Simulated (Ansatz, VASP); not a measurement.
# Te2Mo: VASP beside Ansatz, part 2 of 2

Wanted: the spread between two codes on one cell, functional and k mesh. The cell is taken from a series of runs on this material, whose earlier steps may have relaxed, scaled, displaced or heated it; both programs get it as it stands.

VASP 6.6.1 and Ansatz 0.2.0.

So far: The starting structure; VASP: G0W0 gap, PBE0 form with 20 % exact exchange with an exact-exchange share of 0.2.

## Step 3: Ansatz: G0W0 gap, PBE0 form with 20 % exact exchange with an exact-exchange share of 0.2

Level of this step: Ansatz beside VASP: G0W0 on Kohn-Sham DFT, plane waves, PBE0 form with 20 % exact exchange (Ansatz).

Ansatz runs on its PAW soft_1 files.

The same cell, functional and mesh now go to Ansatz, which takes its cutoff from its data sets.

File input.yaml:

```yaml
crystal:
  lattice:
    - [3.5182, 0.0, 0.0]
    - [-1.7591, 3.0468505756, 0.0]
    - [0.0, 0.0, 13.9736]
  atoms:
    - { symbol: Te, position: [0.3333333333, 0.6666666667, 0.621] }
    - { symbol: Te, position: [0.6666666667, 0.3333333333, 0.121] }
    - { symbol: Te, position: [0.3333333333, 0.6666666667, 0.879] }
    - { symbol: Te, position: [0.6666666667, 0.3333333333, 0.379] }
    - { symbol: Mo, position: [0.3333333333, 0.6666666667, 0.25] }
    - { symbol: Mo, position: [0.6666666667, 0.3333333333, 0.75] }
kpoints:
  mp_grid: { grid: [6, 6, 2] }
hamiltonian:
  xc: { exchange: pbe, correlation: pbe, exx: { coeff: 0.2 } }
  pseudopotentials: { kind: paw, azcp: { folder: soft_1 } }
scf:
  occupations: { method: fixed }
gw:
  n_empty_bands: 624
  ecut_chi: 150.0
  qp_bands: [v2, c2]
  qp_kpoints: band_edges
  screening: { model: contour_deformation }
```

Launch:

```
$ ansatz run input.yaml --threads 3 --pin off --max-ram 92160MiB --backend cuda --events-out ev --progress --plain --runs-dir out --devices 1 --max-vram 13GiB
```

Numbers of over 12 decimals in the logs are rounded to 6 here.

Output:

```text
GPUs: using 1 of 1 available (devices: 1).
Engine: ansatz 0.2.0, x86_64-unknown-linux-gnu
Pseudopotentials: kind: paw
Pseudopotential: Te, paw, valence charge 16, recommended cutoff 420 eV (normal), soft_1/Te.paw.azcp
Pseudopotential: Mo, paw, valence charge 14, recommended cutoff 420 eV (normal), soft_1/Mo.paw.azcp
Functional definition: unnamed
  parameter a_1 = 0.2
  exchange = (1 - a_1)*pbe_x + a_1*exact_x
  correlation = pbe_c
davidson cushion auto → on  (no smearing: the cushion is to keep the highest requested band from converging to the state above it; pin scf.eigensolver.cushion to override)
device memory: the entry about to start is reckoned to put 2.7 GiB on a device that reports 52.0 GiB free (of which the cap on the GPU budget leaves the run 13.0 GiB)
GPU FFT provider: cuFFT
GPU libraries: cuBLAS 13.8.2, cuFFT 12.4.0, cuSOLVER 12.3.4
Crystal: 6 atoms, lattice volume = 149.789 Å³
Basis set: ecut = 420 eV, 2909 PW (Γ)
Bands: 56, of which v1, the nominal top of the filled ones, is band 46 counted from 1 (45 counted from 0)
Symmetry: 24 space group operations
Space group: P63/mmc (ITA 194), of the structure as read, at distance tolerance 5.3e-5 Å
k-points: 14 of 72
Non-local potential: Te, projectors of the file, l = 0: 2, l = 1: 2, l = 2: 2, l = 3: 1
Non-local potential: Mo, projectors of the file, l = 0: 3, l = 1: 2, l = 2: 2, l = 3: 1
PAW form: soft (Blöchl's): semilocal exchange-correlation on the pseudo side does not see the compensation charge
PAW frozen core: Te, regenerated for the run's functional, and the local potential with it (the file was generated under x = pbe(κ = 0.804, μ = 0.219515), c = pbe(β = 0.066725))
PAW frozen core: Mo, regenerated for the run's functional, and the local potential with it (the file was generated under x = pbe(κ = 0.804, μ = 0.219515), c = pbe(β = 0.066725))
PAW one-centre angular grid: Te, 590 points (default); XC on 64 Gauss nodes
PAW one-centre angular grid: Mo, 590 points (default); XC on 64 Gauss nodes
Initial density: superposition of atomic densities (chi_scale 0.1, normalization cell, long waves kept (reshape's long-wave potential 0.01 eV rms))
Initial wavefunctions: pseudopotential atomic-orbital guess
GPU buffer pool allocated for 55296 grid points (all kernels)
GPU transforms: local potential and band sums: pruned to the plane-wave sphere, on 24×24×96
Functional: x = pbe(κ = 0.804, μ = 0.219515), c = pbe(β = 0.066725), warm-up for x = 0.8 pbe(κ = 0.804, μ = 0.219515) + 0.2 exact, c = pbe(β = 0.066725)
SCF iter   1: F=—  HF=-37835.155887 eV  |F-HF|=—  |Δ(HF+E_count)|=         —  Δρ=5.46e-2  dr2=6.46e0  ethr=1.00e-1  ⟨swp⟩=5.3  Hψ=2210  notcnv=0
preconditioner: auto → none  [insulator: Δε(μ)=0.749 eV  Ē_g=7.854 eV  n_scr=52 (ndim 8)  ℏωp=18.2 eV  f_vac=0.007]
SCF iter   2: F=—  HF=-37837.090586 eV  |F-HF|=—  |Δ(HF+E_count)|=    1.93e0  Δρ=7.87e-2  dr2=3.07e1  ethr=7.02e-3  ⟨swp⟩=3.8  Hψ=2201  notcnv=0
SCF iter   3: F=—  HF=-37834.669379 eV  |F-HF|=—  |Δ(HF+E_count)|=    2.42e0  Δρ=3.51e-2  dr2=7.07e0  ethr=7.02e-3  ⟨swp⟩=4.1  Hψ=2049  notcnv=0
iter 4 solved again at ethr=6.30e-4 eV; its pass at ethr=7.02e-3 eV (dr2=5.80e-1 eV) is discarded
SCF iter   4: F=—  HF=-37833.912000 eV  |F-HF|=—  |Δ(HF+E_count)|=   7.57e-1  Δρ=1.34e-2  dr2=5.73e-1  ethr=6.30e-4  ⟨swp⟩=3.0  Hψ=3521  notcnv=0
SCF iter   5: F=—  HF=-37833.849631 eV  |F-HF|=—  |Δ(HF+E_count)|=   6.24e-2  Δρ=1.62e-3  dr2=2.89e-3  ethr=6.23e-4  ⟨swp⟩=3.0  Hψ=1834  notcnv=0
SCF iter   6: F=—  HF=-37833.849678 eV  |F-HF|=—  |Δ(HF+E_count)|=   4.74e-5  Δρ=4.21e-4  dr2=1.58e-4  ethr=3.14e-6  ⟨swp⟩=4.5  Hψ=2393  notcnv=0
SCF iter   7: F=—  HF=-37833.849704 eV  |F-HF|=—  |Δ(HF+E_count)|=   2.54e-5  Δρ=1.98e-4  dr2=1.01e-4  ethr=1.72e-7  ⟨swp⟩=3.0  Hψ=1931  notcnv=0
SCF iter   8: F=-37833.849691 eV  HF=-37833.849692 eV  |F-HF|=8.17e-7  |Δ(HF+E_count)|=   1.23e-5  Δρ=2.72e-5  dr2=9.20e-7  ethr=1.10e-7  ⟨swp⟩=3.0  Hψ=1842  notcnv=0
SCF 1 stopped early in 8 iterations: F = -37833.849691 eV  dr2 = 9.20e-7
  greatest PAW one-centre occupation: 0.999 electrons in one spin orbital (limit 2), on the Mo atom at site 5 (counted from 0), in its partial waves of l = 0
device memory: the entry about to start is reckoned to put 3.3 GiB (of the 3.4 GiB reckoned in all, the device holds 0.1 GiB already) on a device that reports 51.0 GiB free (of which the cap on the GPU budget leaves the run 13.0 GiB)
GPU FFT provider: cuFFT
GPU libraries: cuBLAS 13.8.2, cuFFT 12.4.0, cuSOLVER 12.3.4
Initial density: handed on by an earlier stage of this run
Initial wavefunctions: those handed on with the density
GPU buffer pool allocated for 55296 grid points (all kernels)
GPU transforms: local potential and band sums: pruned to the plane-wave sphere, on 24×24×96
Functional: x = 0.8 pbe(κ = 0.804, μ = 0.219515) + 0.2 exact, c = pbe(β = 0.066725)
[...]
Exchange-term sweep: 11 of 14 (spin, k) points
Exchange-term sweep: 12 of 14 (spin, k) points
Exchange-term sweep: 13 of 14 (spin, k) points
Exchange-term sweep: 14 of 14 (spin, k) points
G₀W₀ screening: q 1/14
[... further progress lines ...]
hybrid SCF converged: 2 outer / 12 inner (+8 warm-up), last move |dexx| = 1.40e-6 eV, tail = 4.57e-8 eV
Stability not checked: this state was not tested for a lower state beside it, because the functional holds exact exchange (a hybrid, or Hartree-Fock), whose exchange loop this test does not read (fock_operator; see scf.lower_state_search)
Free energy (F): -37847.826215 eV
Frozen-core exchange: fock
Harris-Foulkes:  -37847.826215 eV  (|F-HF|=8.00e-11)
Internal energy: -37847.826215 eV  (E = F + TS)
E sigma→0 (E₀):  -37847.826215 eV
Fermi energy:    11.950828 eV
--- Per-component energies (eV) ---
  E_band       = -1332.169443
  E_kinetic    = 1533.340223
  E_local      = -8818.107062  (includes V_loc(G=0)·N_el)
  E_nonlocal   = 557.296301
  E_hartree    = 4165.474179
  E_xc         = -688.587804
  E_vxc        = -693.424787  (∫ρ·V_xc dr)
  E_exx        = -242.123171  (= α·E_x^exact, valence–valence)
  E_paw        = -25037.263874  (= ΣΔE_a)
  E_vpaw       = -1757.977504  (= ΣTr[D̂ρ^β])
  E_aug_tail   = 0.000466  (compensation charges beyond the density's cutoff)
  E_ewald      = -9316.621616
  E_core_change = -1.233857  (= ΣΔE_core)
  E_smearing   = -0.000000  (= −TS)
  E_closure    = -0.000000  (closes the sum)
  Σ components = -37847.826215   (vs F -37847.826215, Δ=0.00e0)
--- Band table (eV; the first three rows and the last of 14) ---
  k-point 0: bands = [... 42 lower, 10.8114, 10.8114, 11.5239, 11.9508, 15.8655, 15.8655, 16.0137, 16.0137]
  k-point 1: bands = [... 42 lower, 10.7913, 10.7913, 11.8414, 11.8414, 15.9076, 15.9076, 15.9076, 15.9076]
  k-point 2: bands = [... 42 lower, 10.5643, 10.8241, 11.4485, 11.5857, 14.7118, 14.9957, 15.0240, 15.2679]
  k-point 13: bands = [... 42 lower, 9.6764, 9.6764, 11.7421, 11.7421, 13.7955, 13.7955, 14.4990, 14.4990]
  guard bands above this table: 6 of the run's 56 bands. The solve was not asked for them (output.publish_guard_bands: true or output.eigenvalues: true publishes all)
--- G₀W₀: contour deformation, 7 samples at zero and on the imaginary axis and 1 off it, 72 q-points, 624 empty bands' worth ---
  eigenvalues of the whole cell's RPA ε∞ on this k-mesh (on a slab, of 1 + 4πα/V) = 7.6514, 13.4080, 13.4080; static W/v taken at q = 0 is 0.079165
  bands read: the sum over 670 bands ends inside a degenerate multiplet in 1 slot, whose members it reads at an even weight; the widest, k=1: bands 669 to 672 (counted from 1) at 2/4 each
  gw.qp_kpoints: band_edges: 12 of 14 stored k-points solved, in 1 pass; an edge of the gap read off the rows below is read off those points alone
    valence top: of the k-points left out ik 7 came nearest to being solved in a further pass, in band 46 (counted from 1, as in the quasiparticle table): it holds the edge there only if its correction is more favourable than any solved in that band by at least 0.473 eV; those differ by 0.366 eV
    conduction bottom: of the k-points left out ik 7 came nearest to being solved in a further pass, in band 47 (counted from 1, as in the quasiparticle table): it holds the edge there only if its correction is more favourable than any solved in that band by at least 0.417 eV; those differ by 0.243 eV
    ik  band        ε_KS         Σx   Σc(E_QP)       V_xc       Z   E_QP_lin       E_QP  E_QP is
     0    45     11.5239   -16.2889     0.9625   -15.2819  0.7978    11.4793    11.4794  root
     0    46     11.9508   -18.7544     0.2470   -18.7653  0.7641    12.2082    12.2087  root
     0    47     15.8655   -12.4707    -4.0029   -16.1956  0.7732    15.5888    15.5875  root
     0    48     15.8655   -12.4707    -4.0029   -16.1956  0.7732    15.5888    15.5875  root
     1    45     11.8414   -18.1701     0.4315   -17.9354  0.7713    12.0379    12.0382  root
     1    46     11.8414   -18.1701     0.4315   -17.9354  0.7713    12.0379    12.0382  root
     1    47     15.9076   -12.4385    -4.0217   -16.1725  0.7714    15.6213    15.6198  root
     1    48     15.9076   -12.4385    -4.0217   -16.1725  0.7714    15.6213    15.6198  root
     2    45     11.4485   -18.5516     0.5190   -18.3081  0.7624    11.7232    11.7240  root
     2    46     11.5857   -16.3692     0.9063   -15.4237  0.7984    11.5465    11.5466  root
     2    47     14.7118   -12.8201    -3.9498   -16.5168  0.7692    14.4595    14.4586  root
     2    48     14.9957   -13.2829    -4.0157   -17.1266  0.7775    14.8240    14.8236  root
     3    45     11.4885   -17.8712     0.6374   -17.4119  0.7735    11.6663    11.6666  root
     3    46     11.4885   -17.8712     0.6374   -17.4119  0.7735    11.6663    11.6666  root
     3    47     14.8748   -13.0444    -3.9841   -16.7947  0.7692    14.6418    14.6410  root
     3    48     14.8748   -13.0444    -3.9841   -16.7947  0.7692    14.6418    14.6410  root
     4    45     10.9049   -17.8176     1.0011   -17.0031  0.7709    11.0910    11.0915  root
     4    46     11.0693   -18.1294     0.8907   -17.4476  0.7702    11.2777    11.2782  root
     4    47     13.9789   -13.7073    -3.9353   -17.4919  0.7601    13.8285    13.8282  root
     4    48     14.3480   -14.2050    -3.8689   -17.9205  0.7581    14.1949    14.1946  root
     6    45     11.2531   -16.6217     0.8980   -15.7688  0.7885    11.2982    11.2982  root
     6    46     11.5651   -17.0362     0.7680   -16.3296  0.7895    11.6266    11.6266  root
     6    47     14.1228   -15.7835    -4.0880   -19.8266  0.7426    14.0780    14.0780  root
     6    48     14.1955   -15.5700    -4.1257   -19.6291  0.7434    14.1289    14.1289  root
[...]
12    45     11.6282   -17.7322     0.2371   -17.7857  0.7581    11.9181    11.9189  root
    12    46     11.9006   -18.4313     0.0963   -18.6297  0.7578    12.1946    12.1953  root
    12    47     13.7880   -15.1220    -3.8850   -18.9302  0.7502    13.7113    13.7112  root
    12    48     13.7880   -15.1220    -3.8850   -18.9302  0.7502    13.7113    13.7112  root
    13    45     11.7421   -17.9755     0.1657   -18.1007  0.7583    12.0323    12.0330  root
    13    46     11.7421   -17.9755     0.1657   -18.1007  0.7583    12.0323    12.0330  root
    13    47     13.7955   -15.1180    -3.8882   -18.9277  0.7503    13.7170    13.7169  root
    13    48     13.7955   -15.1180    -3.8882   -18.9277  0.7503    13.7170    13.7169  root
```

Reading the cycles: dr2 is the Hartree energy of the density residual (eV), the measure of convergence; HF is the Harris–Foulkes estimate of the energy, which meets the free energy F at convergence.

## Step 4: Side by side

Known differences besides the potentials themselves: exact exchange at q = 0 is treated differently, which shows on coarse meshes; VASP keeps PBE cores, Ansatz makes them for the functional; fixed occupations in Ansatz, narrow Gaussian smearing in VASP; the data sets hold 92 valence electrons in Ansatz (on its PAW soft_1 files) and 52 in VASP; the cutoff is 420 eV in Ansatz and 370 eV in VASP; Ansatz integrates over frequency by contour deformation, VASP on a grid of NOMEGA points; Ansatz's G0W0 levels solve the quasiparticle equation, VASP's are linearised. Total energies have different zeros and are not compared.

The two programs side by side:

```
                   quantity  Ansatz  VASP  difference
  G0W0 gap on the mesh (eV)    1.24  1.31       -0.07
Kohn-Sham gap under it (eV)    1.67  1.67       -0.01
```

## Step 5: Outcome

- difference in G0W0 gap on the mesh (G0W0 gap, PBE0 form with 20 % exact exchange with an exact-exchange share of 0.2): -0.067 eV

In words: The difference in G0W0 gap on the mesh is -0.067 eV (G0W0 gap, PBE0 form with 20 % exact exchange with an exact-exchange share of 0.2). The data sets hold unlike numbers of valence electrons (92 in Ansatz and 52 in VASP), so part of the differences may come from the potentials. Such differences can come from data sets, numerical settings and the points named under the comparisons, not from the functional's error against experiment.

[Lines on the potential files, build, host, timing and source positions are cut from VASP's logs without a mark.]

[Logs are printed without paths, hosts, clocks, repeated set-up lines and the standing remarks that a program may print on its own settings, such as how far it seeks lower states.]

[Hosts, paths, dates, database ids (printed as entryN), source tags and the programs' standing remarks are cut or masked in the printed files.]
